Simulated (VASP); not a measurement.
Method: PBE GGA with D4 dispersion, VASP's PBE PAW potentials (set 64) (plane waves; VASP 6.6.1).

Input for VASP

INCAR:
```
ALGO  =  Normal
EDIFF  =  1E-7
EDIFFG  =  -0.01
ENCUT  =  520
GGA  =  PE
IBRION  =  2
ISIF  =  4
ISMEAR  =  0
ISPIN  =  2
IVDW  =  13
LASPH  =  .TRUE.
LCHARG  =  .FALSE.
LMAXMIX  =  4
LORBIT  =  10
LREAL  =  .FALSE.
LWAVE  =  .FALSE.
MAGMOM  =  1.3 -1.3 2*0.0
NELM  =  100
NSW  =  30
PREC  =  Accurate
SIGMA  =  0.05
SYSTEM  =  NiO
```

### POSCAR
```
NiO
1
    4.1183735269     2.0576584450     2.0576584450
    2.0576584450     4.1183735269     2.0576584450
    2.0576584450     2.0576584450     4.1183735269
Ni O
2 2
Direct
  0.0000000000   0.0000000000   0.0000000000
  0.5000000000   0.5000000000   0.5000000000
  0.2500000000   0.2500000000   0.2500000000
  0.7500000000   0.7500000000   0.7500000000
```

**KPOINTS**
```
Regular mesh
0
G
9 9 9
0 0 0
```

POTCAR, in this order: Ni O (PBE.64 set). Program: vasp_std.

The run wrote:

File OSZICAR:
```
       N       E                     dE             d eps       ncg     rms          rms(c)
DAV:   1     0.255786209425E+03    0.25579E+03   -0.15986E+04  6984   0.214E+03
DAV:   2     0.210981237546E+01   -0.25368E+03   -0.23778E+03  7028   0.411E+02
DAV:   3    -0.265490072236E+02   -0.28659E+02   -0.27219E+02  7824   0.156E+02
DAV:   4    -0.274385322756E+02   -0.88953E+00   -0.88462E+00  7624   0.294E+01
DAV:   5    -0.274636745696E+02   -0.25142E-01   -0.25131E-01  8180   0.462E+00    0.212E+01
DAV:   6    -0.245853634073E+02    0.28783E+01   -0.41296E+01 10176   0.108E+02    0.212E+01
DAV:   7    -0.233105941128E+02    0.12748E+01   -0.68259E+00  8800   0.773E+01    0.996E+00
DAV:   8    -0.234838478533E+02   -0.17325E+00   -0.18530E+00  7772   0.122E+01    0.645E+00
DAV:   9    -0.234040113476E+02    0.79837E-01   -0.16815E-01 10976   0.116E+01    0.156E+00
DAV:  10    -0.234215249865E+02   -0.17514E-01   -0.68825E-02  9888   0.386E+00    0.752E-01
DAV:  11    -0.234219253079E+02   -0.40032E-03   -0.11895E-02 10620   0.324E+00    0.136E-01
DAV:  12    -0.234222337408E+02   -0.30843E-03   -0.29663E-03  7032   0.488E-01    0.990E-02
DAV:  13    -0.234221842376E+02    0.49503E-04   -0.31599E-04 10196   0.196E-01    0.406E-02
DAV:  14    -0.234221916850E+02   -0.74473E-05   -0.65091E-05  8304   0.185E-01    0.302E-02
DAV:  15    -0.234221912661E+02    0.41885E-06   -0.14182E-05  9416   0.701E-02    0.772E-03
DAV:  16    -0.234221911637E+02    0.10240E-06   -0.21549E-06 10064   0.217E-02    0.184E-03
DAV:  17    -0.234221911038E+02    0.59918E-07   -0.11474E-07  4228   0.490E-03
   1 F= -.24707815E+02 E0= -.24707815E+02  d E =-.247078E+02  mag=     0.0000
       N       E                     dE             d eps       ncg     rms          rms(c)
DAV:   1    -0.234226341566E+02   -0.44299E-03   -0.16842E-02  7108   0.117E+00    0.143E-01
DAV:   2    -0.234224527247E+02    0.18143E-03   -0.26812E-04  9016   0.322E-01    0.825E-02
DAV:   3    -0.234223729977E+02    0.79727E-04   -0.67488E-05  9832   0.222E-01    0.340E-02
DAV:   4    -0.234223829146E+02   -0.99170E-05   -0.15908E-05  9740   0.785E-02    0.116E-02
DAV:   5    -0.234223813820E+02    0.15327E-05   -0.83107E-07  9056   0.297E-02    0.543E-03
DAV:   6    -0.234223812193E+02    0.16271E-06   -0.39415E-07  6820   0.122E-02    0.220E-03
DAV:   7    -0.234223812650E+02   -0.45716E-07   -0.10148E-07  3668   0.674E-03
   2 F= -.24707983E+02 E0= -.24707983E+02  d E =-.167558E-03  mag=     0.0000
```

### OUTCAR
```
------------------------ aborting loop because EDIFF is reached ----------------------------------------
  Edisp (eV):   -1.28560
  FORCE on cell =-STRESS in cart. coord.  units (eV):
  Direction    XX          YY          ZZ          XY          YZ          ZX
  --------------------------------------------------------------------------------------
  Total       1.53487     1.53487     1.53487    -0.03651    -0.03651    -0.03651
  in kB      70.33159    70.33159    70.33159    -1.67288    -1.67288    -1.67288
  external pressure =       70.33 kB  Pullay stress =        0.00 kB
  volume of cell :       34.96
      direct lattice vectors                 reciprocal lattice vectors
     4.115796239  2.053788979  2.053788979     0.363844425 -0.121119920 -0.121119920
     2.053788979  4.115796239  2.053788979    -0.121119920  0.363844425 -0.121119920
     2.053788979  2.053788979  4.115796239    -0.121119920 -0.121119920  0.363844425
 POSITION                                       TOTAL-FORCE (eV/Angst)
 -----------------------------------------------------------------------------------
      6.16959      6.16959      4.10758         0.000000     -0.000000      0.000000
      4.11169      4.11169      4.11169        -0.000000     -0.000000      0.000000
      2.05584      2.05584      2.05584        -0.000000      0.000000     -0.000000
      6.16753      6.16753      6.16753         0.000000      0.000000     -0.000000
 -----------------------------------------------------------------------------------
    total drift:                                0.000000      0.000000     -0.000000
  FREE ENERGIE OF THE ION-ELECTRON SYSTEM (eV)
  ---------------------------------------------------
  free  energy   TOTEN  =       -24.7079825771 eV

  energy  without entropy=      -24.7079825771  energy(sigma->0) =      -24.70798258

 total charge

# of ion       s       p       d       tot
------------------------------------------
    1        0.343   0.435   8.296   9.075
    2        0.343   0.435   8.296   9.075
    3        1.562   3.433   0.000   4.995
    4        1.562   3.433   0.000   4.995
--------------------------------------------------
tot          3.811   7.736  16.593  28.140

 magnetization (x)

# of ion       s       p       d       tot
------------------------------------------
    1       -0.010  -0.015   1.344   1.319
    2        0.010   0.015  -1.344  -1.319
    3        0.000   0.000   0.000   0.000
    4        0.000   0.000   0.000   0.000
--------------------------------------------------
tot          0.000   0.000   0.000   0.000

 reached required accuracy - stopping structural energy minimisation
```
(Selected blocks of OUTCAR.)

### CONTCAR
```
NiO
   1.00000000000000
     4.1157962386052969    2.0537889785095729    2.0537889785095729
     2.0537889785095729    4.1157962386052969    2.0537889785095729
     2.0537889785095729    2.0537889785095729    4.1157962386052969
  Ni              O
     2     2
Direct
     1.0000000000000000    1.0000000000000000    0.0000000000000000
     0.5000000000000000    0.5000000000000000    0.5000000000000000
     0.2500000000000000    0.2500000000000000    0.2500000000000000
     0.7500000000000000    0.7500000000000000    0.7500000000000000
```

The compound is NiO in the rock salt, AFM-II order structure. This cell is one point of a volume scan, at 0.97 of the reference volume. Symmetry was kept, so distortions that lower it aren't found.
